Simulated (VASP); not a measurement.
Data:

```
CELL_PARAMETERS angstrom
      0.00000     3.14208     3.14208
      3.14208     0.00000     3.14208
     12.56379    12.56379     0.00452
ATOMIC_POSITIONS crystal
  Cd 0.01987 0.01987 0.98509
  Cd 0.00084 0.00084 0.24937
  Cd 0.98030 0.98030 0.51477
  Cd 0.99930 0.99930 0.75052
  Te 0.25727 0.25727 0.05705
  Te 0.23832 0.23832 0.32126
  Se 0.24239 0.24239 0.56821
  Se 0.26170 0.26170 0.80372
```

Calculation: PBEsol GGA, VASP's PBE PAW potentials (set 64) (plane waves; VASP). Settings: 400 eV cut-off, 7×7×2 Γ-centred mesh, tetrahedra with Blöchl corrections, potentials Cd Te Se.

Unless said otherwise, spin-orbit coupling is left out, though it shifts the bands of the heavy elements here.

Tabulate the total density of states (states/eV per cell) against energy (eV; zero at the valence-band maximum or, without a gap, the Fermi level).

| E (eV) | DOS (states/eV) |
|---|---|
| -9.93 | 0.00 |
| -9.41 | 0.00 |
| -8.78 | 0.00 |
| -8.25 | 112 |
| -7.62 | 11.9 |
| -7.10 | 0.00 |
| -6.57 | 0.00 |
| -5.94 | 0.00 |
| -5.42 | 0.00 |
| -4.90 | 0.00 |
| -4.27 | 7.27 |
| -3.74 | 2.88 |
| -3.22 | 1.14 |
| -2.59 | 5.93 |
| -2.06 | 8.61 |
| -1.43 | 7.70 |
| -0.91 | 5.38 |
| -0.38 | 1.28 |
| 0.25 | 0.00 |
| 0.77 | 0.08 |
| 1.40 | 0.45 |
| 1.92 | 1.58 |
| 2.45 | 3.68 |
| 3.08 | 8.21 |
| 3.60 | 3.22 |
Within 2 eV below the valence-band maximum the largest weight inside VASP's projection spheres is Te p, then Se p.

The structure was generated: Cd4Se2Te2 was put into an ordered model structure (R3m), which need not be its known phase. It was relaxed first.
